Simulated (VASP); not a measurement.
# HfHgF (P-6m2) in VASP: equation of state

Aim: energy against volume of HfHgF in PBE, for its equilibrium volume and stiffness.

Everything below comes from runs of VASP 6.6.1. Logs are shortened: lines on timing, memory, paths and dates and some standing lists are left out, and cuts for length are marked.

## 1. The structure

Symmetry: P-6m2, No. 187, hexagonal system. Conventional cell: a = 4.823 Å, b = 4.823 Å, c = 3.042 Å, α = 90.00°, β = 90.00°, γ = 120.00°. Around Hf (site symmetry -6m2) lie 3 Hg at 2.78 Å and 2 Hf at 3.04 Å and 6 F at 3.17 Å. Around Hg (site symmetry -6m2) lie 3 Hf at 2.78 Å and 2 Hg at 3.04 Å and 6 F at 3.17 Å. F (site symmetry -6m2) is surrounded by 2 F at 3.04 Å and 6 Hf at 3.17 Å and 6 Hg at 3.17 Å.

The cell was built by a generator and needn't be a form met in nature.

## 2. Equation of state, PBE, 19.20 Å³/atom (volume scaled by 0.94)

File INCAR:

```
SYSTEM = HfHgF
PREC = Accurate ; ENCUT = 520
EDIFF = 1E-7 ; ISMEAR = -1
SIGMA = 0.05 ; LREAL = .False.
LASPH = .True. ; NELM = 100
ALGO = Normal ; ISIF = 2
LWAVE = .False. ; LCHARG = .False.
GGA = PE ; NBANDS = 22
```

File KPOINTS:

```
Automatic mesh
0
Gamma
  7 7 9
  0 0 0
```

File POSCAR:

```
HfHgF
1.0
    4.7242107431      0.0000000000      0.0000000000
   -2.3621053715      4.0912805665      0.0000000000
    0.0000000000      0.0000000000      2.9798715551
Hf Hg F
1 1 1
Direct
    0.6666700000      0.3333300000      0.5000000000
    0.3333300000      0.6666700000      0.5000000000
    0.0000000000      0.0000000000      0.0000000000
```

Potentials or basis: VASP PAW PBE potentials, release 64 (Hf_pv, Hg, F).

Started as:

```bash
cat potpaw_PBE.64/Hf_pv/POTCAR potpaw_PBE.64/Hg/POTCAR potpaw_PBE.64/F/POTCAR > POTCAR
mpirun -np 1 vasp_std > vasp.out
```

OUTCAR:

```text
SYSTEM = HfHgF
   PREC = Accurate
   ENCUT = 520
   EDIFF = 1E-7
   ISMEAR = -1
   LREAL = .False.
   LASPH = .True.
   NELM = 100
   ISIF = 2
   GGA = PE

 Found     80 irreducible k-points:

 Following reciprocal coordinates:
            Coordinates               Weight
  0.000000  0.000000  0.000000      1.000000
  0.142857  0.000000  0.000000      4.000000
 -0.142857  0.142857  0.000000      2.000000
  0.285714  0.000000  0.000000      4.000000
 -0.285714  0.285714  0.000000      2.000000
  0.428571  0.000000  0.000000      4.000000
   k-points           NKPTS =     80   k-points in BZ     NKDIM =     80   number of bands    NBANDS=     22
   number of dos      NEDOS =    301   number of ions     NIONS =      3
   total plane-waves  NPLWV =  31104
   dimension x,y,z NGX =    36 NGY =   36 NGZ =   24
   dimension x,y,z NGXF=    72 NGYF=   72 NGZF=   48
   ions per type =               1   1   1
   NGX,Y,Z   is equivalent  to a cutoff of  12.67, 12.67, 13.39 a.u.
   NGXF,Y,Z  is equivalent  to a cutoff of  25.34, 25.34, 26.78 a.u.
 SYSTEM =  HfHgF
   PREC   = accura    normal or accurate (medium, high low for compatibility)
   ISTART =      0    job   : 0-new  1-cont  2-samecut
   ICHARG =      2    charge: 1-file 2-atom 10-const
   ISPIN  =      1    spin polarized calculation?
   LNONCOLLINEAR =      F non collinear calculations
   LSORBIT =      F    spin-orbit coupling
   LASPH  =      T    aspherical Exc in radial PAW
   ENCUT  =  520.0 eV  38.22 Ry    6.18 a.u.   8.78  8.78  5.54*2*pi/ulx,y,z
   NELM   =    100;   NELMIN=  2; NELMDL= -5     # of ELM steps
   EDIFF  = 0.1E-06   stopping-criterion for ELM
   LREAL  =      F    real-space projection
   EDIFFG = 0.1E-05   stopping-criterion for IOM
   NSW    =      0    number of steps for IOM
   IBRION =     -1    ionic relax: 0-MD 1-quasi-New 2-CG
   NFREE  =      0    steps in history (QN), initial steepest desc. (CG)
   ISIF   =      2    stress and relaxation
   ISYM   =      2    0-nonsym 1-usesym 2-fastsym
   POTIM  = 0.5000    time-step for ionic-motion
   TEBEG  =    0.0;   TEEND  =   0.0 temperature during run
   PSTRESS=    0.0 pullay stress
   NELECT =      29.0000    total number of electrons
   NUPDOWN=      -1.0000    fix difference up-down
   EMIN   =  10.00;   EMAX   =-10.00  energy-range for DOS
   EFERMI =   0.00;   METHOD = LEGACY
   ISMEAR =    -1;   SIGMA  =   0.05  broadening in eV -4-tet -1-fermi 0-gaus
   EFERMI_NEDOS =   21; number of points for ismear=-14 and -15
   IALGO  =     38    algorithm
   IMIX   =      4    mixing-type and parameters
     AMIX     =   0.40;   BMIX     =  1.00
     AMIX_MAG =   1.60;   BMIX_MAG =  1.00
  volume/ion in A,a.u.               =      19.20       129.56
  Fermi-wavevector in a.u.,A,eV,Ry     =   1.302403  2.461185 23.078940  1.696254
  Thomas-Fermi vector in A             =   2.433474
   LORBIT       =      0    0 simple, 1 ext, 2 COOP (PROOUT), +10 PAW based schemes
   GGA     = PE    functional components
   LHFCALC =     F    Hartree Fock is set to
   AEXX    =    0.0000 exact exchange contribution
   IVDW    =     0    specifies the selected vdW correction
   LEPSILON=     F    determine dielectric tensor
   LRPA    =     F    only Hartree local field effects (RPA)
 non-spin polarized calculation
  energy-cutoff  :      520.00
  volume of cell :       57.60
 maximum number of plane-waves:      1563
   NGX = 17   NGY = 17   NGZ = 11

 number of electron      28.9999993 magnetization

 Free energy of the ion-electron system (eV)
  ---------------------------------------------------
  ext. energy  EPLUGINS =         0.00000000
  ---------------------------------------------------
  free energy    TOTEN  =       -12.27711861 eV

  energy without entropy =      -12.25022143  energy(sigma->0) =      -12.26367002

 E-fermi :   3.4858     XC(G=0): -10.6700

 val. band max:        3.4801175105   @ k =   0.1429   0.0000   0.2222
 cond. band min:       3.5121571496   @ k =   0.1429   0.1429   0.3333
 fundamental gap:      0.0320396391
 Fermi energy:         3.4857628025

 k-point     1 :       0.0000    0.0000    0.0000
  band No.  band energies     occupation
      1     -28.4991      2.00000
      2     -28.4991      2.00000
      3     -27.8673      2.00000
      4     -19.0739      2.00000
      5      -5.1316      2.00000
      6      -4.5857      2.00000
[... 14 lines left out ...]
     21       9.2082      0.00000
     22      14.1595      0.00000

 k-point     2 :       0.1429    0.0000    0.0000
  band No.  band energies     occupation
      1     -28.5010      2.00000
      2     -28.4988      2.00000
      3     -27.8673      2.00000
      4     -19.0702      2.00000
      5      -5.1273      2.00000
      6      -4.7255      2.00000
[... 14 lines left out ...]
     21      10.1145      0.00000
     22      14.0279      0.00000

 k-point     3 :      -0.1429    0.1429    0.0000
  band No.  band energies     occupation
      1     -28.5010      2.00000
      2     -28.4988      2.00000
      3     -27.8673      2.00000
      4     -19.0702      2.00000
      5      -5.1273      2.00000
      6      -4.7255      2.00000
[... 14 lines left out ...]
     21      10.1145      0.00000
     22      14.0276      0.00000

 k-point     4 :       0.2857    0.0000    0.0000
  band No.  band energies     occupation
      1     -28.5051      2.00000
      2     -28.4980      2.00000
      3     -27.8674      2.00000
      4     -19.0622      2.00000
      5      -5.1206      2.00000
      6      -4.8478      2.00000
[... 14 lines left out ...]
     21      11.1608      0.00000
     22      14.3825      0.00000

 k-point     5 :      -0.2857    0.2857    0.0000
  band No.  band energies     occupation
      1     -28.5051      2.00000
      2     -28.4980      2.00000
      3     -27.8674      2.00000
      4     -19.0622      2.00000
      5      -5.1206      2.00000
      6      -4.8477      2.00000
[... 14 lines left out ...]
     21      11.1610      0.00000
     22      14.3785      0.00000

 k-point     6 :       0.4286    0.0000    0.0000
  band No.  band energies     occupation
      1     -28.5084      2.00000
      2     -28.4974      2.00000
      3     -27.8674      2.00000
      4     -19.0562      2.00000
      5      -5.1177      2.00000
      6      -4.8569      2.00000
[... 14 lines left out ...]
     21      11.5150      0.00000
     22      14.4683      0.00000

 [... further k-points ...]

------------------------ aborting loop because EDIFF is reached ----------------------------------------

  FORCE on cell =-STRESS in cart. coord.  units (eV):
  Direction    XX          YY          ZZ          XY          YZ          ZX
  --------------------------------------------------------------------------------------
  -------------------------------------------------------------------------------------
  Total        1.8330729      1.8338251      1.2611427      0.0006560      0.0000000      0.0000000
  in kB       50.9922592     51.0131825     35.0823560      0.0182485      0.0000000      0.0000000
  external PRESSURE =      45.6959325 kB  Pullay stress =       0.0000000 kB

 VOLUME and BASIS-vectors are now :
 -----------------------------------------------------------------------------
  energy-cutoff  :      520.00
  volume of cell :       57.60
      direct lattice vectors                 reciprocal lattice vectors
     4.724210743  0.000000000  0.000000000     0.211675570  0.122211125  0.000000000
    -2.362105372  4.091280567  0.000000000     0.000000000  0.244422250  0.000000000
     0.000000000  0.000000000  2.979871555     0.000000000  0.000000000  0.335584934

 POSITION                                       TOTAL-FORCE (eV/Angst)
 -----------------------------------------------------------------------------------
      2.36213      1.36375      1.48994        -0.000355      0.000205      0.000000
     -0.00002      2.72753      1.48994         0.000424     -0.000245      0.000000
      0.00000      0.00000      0.00000        -0.000070      0.000040      0.000000
 -----------------------------------------------------------------------------------
    total drift:                               -0.000020     -0.000036      0.000000

  FREE ENERGIE OF THE ION-ELECTRON SYSTEM (eV)
  ---------------------------------------------------
  free  energy   TOTEN  =       -12.2771186102 eV

  energy  without entropy=      -12.2502214288  energy(sigma->0) =      -12.26367002
```

Wall time 46 s (1 thread of Intel Xeon 6975P-C (Granite Rapids), shared host); peak memory 0.25 GiB.

Results:

```
Free energy            : -12.2771 eV
Pressure               : 4.6 GPa
Band gap on the k mesh : none (metal or under the smearing width)
```

Caveat: an odd number of electrons without spin polarisation forces a metal; a magnetic or distorted state may lie lower.

## 3. Equation of state, PBE, 19.61 Å³/atom (volume scaled by 0.96)

File INCAR:

```
SYSTEM = HfHgF
  PREC = Accurate
  ENCUT = 520
  EDIFF = 1E-7
  ISMEAR = -1
  SIGMA = 0.05
  LREAL = .False.
  LASPH = .True.
  NELM = 100
  ALGO = Normal
  ISIF = 2
  LWAVE = .False.
  LCHARG = .False.
  GGA = PE
  NBANDS = 22
```

File KPOINTS:

```
regular mesh
0
Gamma
  7 7 9
  0 0 0
```

File POSCAR:

```
HfHgF
1.0
    4.7574809290      0.0000000000      0.0000000000
   -2.3787404645      4.1200933508      0.0000000000
    0.0000000000      0.0000000000      3.0008572575
Hf Hg F
1 1 1
Direct
    0.6666700000      0.3333300000      0.5000000000
    0.3333300000      0.6666700000      0.5000000000
    0.0000000000      0.0000000000      0.0000000000
```

Potentials or basis: VASP PAW PBE potentials, release 64 (Hf_pv, Hg, F).

Started as:

```bash
cat potpaw_PBE.64/Hf_pv/POTCAR potpaw_PBE.64/Hg/POTCAR potpaw_PBE.64/F/POTCAR > POTCAR
mpirun -np 1 vasp_std > vasp.out
```

Run time: 67 s. Hardware: 1 thread of Intel Xeon 6975P-C (Granite Rapids), shared host; peak memory 0.26 GiB.

The run converged. Its results:

```
Free energy            : -12.3063 eV
Pressure               : 2.8 GPa
Band gap on the k mesh : none (metal or under the smearing width)
```

Caveat: an odd number of electrons without spin polarisation forces a metal; a magnetic or distorted state may lie lower.

(Part 1 of 2 ends here.)
